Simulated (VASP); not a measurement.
Set up this calculation in VASP 6.6.1, as the native input.

* Task: band structure
* Functional: PBE
* Dispersion: D3(BJ)
* Potentials or basis: VASP PAW PBE potentials, release 64 (Sn_d, Se)
* Cutoff: 520 eV
* k mesh: 9 × 9 × 5
* Occupations: gaussian, width 0.03 eV
* Spin: no spin polarisation
* Further INCAR settings: ALGO = Fast; EDIFF = 1e-06; NBANDS = 20

The structure of SnSe2 lies in POSCAR:

```
SnSe2                                   
1.0
    3.8406113576      0.0000000000     -0.0000000000
   -1.9203056787      3.3260670059     -0.0000000000
    0.0000000000      0.0000000000      6.0088390555
  Sn              Se            
     1     2
Direct
     0.0000000000000000    0.0000000000000000    0.0000000000000000
     0.3333333300000021    0.6666666699999979    0.2654415965869306
     0.6666666699999979    0.3333333300000021    0.7345584034130694
```

The cell was built by a generator and needn't be a form met in nature.

One way to write it, as run:

INCAR

```
SYSTEM = SnSe2
PREC = Accurate
ENCUT = 520
EDIFF = 1E-6
ISMEAR = 0
SIGMA = 0.03
LREAL = .False.
LASPH = .True.
NELM = 80
ALGO = Fast
ISIF = 2
LWAVE = .False.
LCHARG = .False.
GGA = PE
IVDW = 12
NBANDS = 20
ICORELEVEL = 1
```

KPOINTS

```
Automatic mesh
0
Gamma
  9 9 5
  0 0 0
```

KPOINTS_OPT

```
explicit points
186
Reciprocal
 0.0000000000  0.0000000000  0.0000000000 1
 0.0263157895  0.0000000000  0.0000000000 1
 0.0526315789  0.0000000000  0.0000000000 1
 0.0789473684  0.0000000000  0.0000000000 1
 0.1052631579  0.0000000000  0.0000000000 1
 0.1315789474  0.0000000000  0.0000000000 1
[... 178 lines left out ...]
 0.5000000000  0.0000000000  0.5000000000 1
 0.5000000000  0.0000000000  0.0000000000 1
```

Potentials or basis: VASP PAW PBE potentials, release 64 (Sn_d, Se).

Run with:

```sh
$ cat potpaw_PBE.64/Sn_d/POTCAR potpaw_PBE.64/Se/POTCAR > POTCAR
$ mpirun -np 1 vasp_std > vasp.out
```

Results of the run:

The pressure is 0.0 GPa, the largest force is 0.003 eV/Å and the band gap on the k mesh is 0.44 eV, indirect (least direct gap 0.81 eV). The band gap along the path is 0.42 eV, indirect (least direct gap 0.81 eV) and the dispersion energy per atom is -0.364 eV.

Caveat: spin-orbit coupling is left out, which moves the levels of the heavy elements.

It took 2.4 min on 1 thread of Intel(R) Xeon(R) Platinum 8488C (Sapphire Rapids), on a shared host, peak memory 0.29 GiB.
